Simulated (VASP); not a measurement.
```xyz
3
Lattice="1.5046 -2.6060 0.0000 1.5046 2.6060 0.0000 0.0000 0.0000 3.1725" Properties=species:S:1:pos:R:3 pbc="T T T"
Ti     0.0000     0.0000     0.0000
B      1.5046     0.8687     1.5863
B      1.5046    -0.8687     1.5863
```

Calculation: PBE GGA with D4 dispersion, VASP's PBE PAW potentials (set 64) (plane waves; VASP). Settings: 520 eV cut-off, 13×13×11 Γ-centred mesh, tetrahedra with Blöchl corrections, potentials Ti_sv B.

Q: Tabulate the total density of states (states/eV per cell) against energy (eV; zero at the valence-band maximum or, without a gap, the Fermi level).

A: 
(E (eV), DOS (states/eV)): (-9.98, 0.84); (-9.86, 0.80); (-9.62, 0.59); (-9.50, 0.41); (-9.26, 0.28); (-9.14, 0.31); (-8.90, 0.17); (-8.78, 0.18); (-8.66, 0.29); (-8.42, 0.43); (-8.30, 0.70); (-8.06, 0.63); (-7.94, 0.67); (-7.82, 0.65); (-7.58, 0.60); (-7.46, 0.56); (-7.22, 0.56); (-7.10, 0.55); (-6.86, 0.55); (-6.74, 0.57); (-6.62, 0.60); (-6.38, 0.68); (-6.26, 0.73); (-6.02, 0.91); (-5.90, 0.80); (-5.78, 0.77); (-5.54, 0.76); (-5.42, 0.84); (-5.18, 1.22); (-5.06, 1.14); (-4.82, 1.06); (-4.70, 0.99); (-4.58, 1.16); (-4.34, 1.29); (-4.22, 1.33); (-3.98, 1.41); (-3.86, 1.46); (-3.74, 1.51); (-3.50, 1.68); (-3.38, 1.99); (-3.14, 2.44); (-3.02, 1.86); (-2.78, 1.32); (-2.66, 1.13); (-2.54, 0.98); (-2.30, 0.90); (-2.18, 0.88); (-1.94, 0.93); (-1.82, 0.96); (-1.70, 0.96); (-1.46, 0.89); (-1.34, 0.83); (-1.10, 0.73); (-0.98, 0.67); (-0.74, 0.50); (-0.62, 0.36); (-0.50, 0.26); (-0.26, 0.19); (-0.14, 0.23); (0.10, 0.24); (0.22, 0.48); (0.34, 0.69); (0.58, 0.81); (0.70, 0.87); (0.94, 0.98); (1.06, 1.08); (1.30, 1.36); (1.42, 1.52); (1.54, 1.56); (1.78, 1.82); (1.90, 1.93); (2.14, 2.34); (2.26, 2.41); (2.38, 2.45); (2.62, 2.33); (2.74, 2.57); (2.98, 3.51); (3.10, 2.66); (3.34, 1.72); (3.46, 1.48)
Within 2 eV below the Fermi level the largest weight inside VASP's projection spheres is Ti d, then B p.

The compound is TiB2 in the AlB2 type structure. It was relaxed first.
